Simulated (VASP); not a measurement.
An input for Ansatz (written as the equivalent of a VASP run, and not itself run):

Ansatz 0.2 input:
```yaml
crystal:
  lattice:
    - [0.0000000, 2.2509031, 2.2509031]
    - [2.2509031, 0.0000000, 2.2509031]
    - [2.2509031, 2.2509031, 0.0000000]
  atoms:
    - { symbol: Hf, position: [0.0000000, 0.0000000, 0.0000000] }
    - { symbol: N, position: [0.5000000, 0.5000000, 0.5000000] }
kpoints:
  mp_grid: { grid: [14, 14, 14] }
hamiltonian:
  xc: r2scan
  pseudopotentials: { kind: paw }
scf:
  occupations: { method: methfessel_paxton, width: 0.1 }
  max_iter: 100
relax:
  max_steps: 40
  f_tol: 0.01
  cell: { p_target: 2 }
output: { forces: true, stress: true, eigenvalues: true }
```

Write the VASP files for the same calculation (r2SCAN).

This is not unique; one that fits is 
File KPOINTS:
```
Automatic mesh
0
Gamma
14 14 14
0 0 0
```

### INCAR
```
SYSTEM = HfN
PREC = Accurate
ENCUT = 600
EDIFF = 1E-7
NELM = 100
ALGO = Normal
LREAL = .FALSE.
LASPH = .TRUE.
ISMEAR = 1
SIGMA = 0.1
METAGGA = R2SCAN
LMIXTAU = .TRUE.
LMAXMIX = 6
LWAVE = .FALSE.
LCHARG = .FALSE.
ISIF = 3
IBRION = 2
NSW = 40
EDIFFG = -0.01
PSTRESS = 20
```

**POSCAR**
```
HfN
1
    0.0000000000     2.2509031161     2.2509031161
    2.2509031161    -0.0000000000     2.2509031161
    2.2509031161     2.2509031161     0.0000000000
Hf N
1 1
Direct
  0.0000000000   0.0000000000   0.0000000000
  0.5000000000   0.5000000000   0.5000000000
```

POTCAR, in this order: Hf_pv N (PBE.64 set). Program: vasp_std.

The two are equivalent in intent, not identical: each code has its own PAW files, so the cut-off isn't converted (ENCUT is set for VASP's; basis.ecutwfc is left out, and Ansatz then takes the one that its files recommend); Ansatz stops its SCF on the density residual and VASP on the energy change (EDIFF).

The compound is HfN in the rock salt structure. It was relaxed first under an external pressure of 2 GPa.
